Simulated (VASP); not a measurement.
Data:

Space group F-43m (No. 216); a = 6.1440 Å, b = 6.1440 Å, c = 6.1440 Å, α = 90.00°, β = 90.00°, γ = 90.00°

```json
[
 {"atom": "In", "site": "4a", "symmetry": "-43m", "x": "0.0000", "y": "0.0000", "z": "0.0000"},
 {"atom": "As", "site": "4d", "symmetry": "-43m", "x": "0.7500", "y": "0.7500", "z": "0.7500"}
]
```
(The calculation used a cell of 2 atoms; values per cell refer to that cell.)

Calculation: optB86b-vdW, VASP's PBE PAW potentials (set 64) (plane waves; VASP). Settings: 520 eV cut-off, 10×10×10 Γ-centred mesh, first-order Methfessel-Paxton smearing of 0.10 eV, potentials In_d As.

Question: Give the energy at these volumes per atom, relative to the lowest: 27.24, 28.11, 28.98, 29.85, 30.72 Å³.

Answer: 19.2, 4.6, 0.0, 3.9, 14.9 meV/atom. A third-order Birch-Murnaghan fit gives B0 = 51.7 GPa and B0′ = 4.8.

Measured: bulk modulus 58.6 GPa at 0 K (computed value off by -11.7 %), as given by Daniel Mejia-Rodriguez et al., Physical Review B (2018), arXiv:1807.09216 [0 K value with the zero-point phonon effect removed]; a 6.047 Å at 0 K (computed value off by +1.6 %), as given by Daniel Mejia-Rodriguez et al., Physical Review B (2018), arXiv:1807.09216 [static lattice: zero-point anharmonic expansion removed].

The compound is InAs in the zinc blende structure. It was relaxed first.
